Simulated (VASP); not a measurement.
Here is the system:

```xyz
3
Lattice="3.2191 0.0000 0.0000 -1.6096 2.7878 0.0000 0.0000 0.0000 4.7337" Properties=species:S:1:pos:R:3 pbc="T T T"
Hf     3.2191     0.0000     0.0000
O      0.0000     1.8586     0.9545
O      1.6096     0.9293     3.7792
```

Computed with r2SCAN meta-GGA, VASP's PBE PAW potentials (set 64) (plane waves; VASP 6.6.1). Run with 520 eV cut-off, 9×9×5 Γ-centred mesh, tetrahedra with Blöchl corrections, potentials Hf_pv O.

The path is coarsely sampled, so an indirect gap can come out somewhat too large. Unless said otherwise, spin-orbit coupling is left out, though it shifts the bands of the heavy elements here.

Q: Tabulate the total density of states (states/eV per cell) against energy (eV; zero at the valence-band maximum or, without a gap, the Fermi level).

A: 
(E (eV), DOS (states/eV)): (-9.99, 0.00); (-9.63, 0.00); (-9.39, 0.00); (-9.03, 0.00); (-8.67, 0.00); (-8.43, 0.00); (-8.07, 0.00); (-7.83, 0.00); (-7.47, 0.00); (-7.11, 0.00); (-6.87, 0.00); (-6.51, 0.00); (-6.15, 0.00); (-5.91, 0.00); (-5.55, 0.00); (-5.31, 0.00); (-4.95, 0.00); (-4.59, 0.00); (-4.35, 0.87); (-3.99, 1.36); (-3.63, 4.04); (-3.39, 1.88); (-3.03, 5.32); (-2.79, 2.93); (-2.43, 2.09); (-2.07, 0.89); (-1.83, 1.15); (-1.47, 5.89); (-1.11, 4.74); (-0.87, 1.09); (-0.51, 3.13); (-0.27, 3.91); (0.09, 0.00); (0.45, 0.00); (0.69, 0.00); (1.05, 0.00); (1.41, 0.00); (1.65, 0.00); (2.01, 0.00); (2.25, 0.00); (2.61, 0.00); (2.97, 0.00); (3.21, 0.00); (3.57, 0.00); (3.93, 0.00); (4.17, 0.00); (4.53, 0.00); (4.77, 0.00); (5.13, 0.00); (5.49, 2.27); (5.73, 4.93); (6.09, 0.84); (6.45, 2.58); (6.69, 4.34); (7.05, 1.44); (7.29, 4.08); (7.65, 1.32); (8.01, 0.00); (8.25, 0.00); (8.61, 0.50)
Within 2 eV below the valence-band maximum the largest weight inside VASP's projection spheres is O p.

The structure was generated: HfO2 was put into the CdI2 type (P-3m1), which need not be its known phase. It was relaxed first, which changed the volume by +14 %.
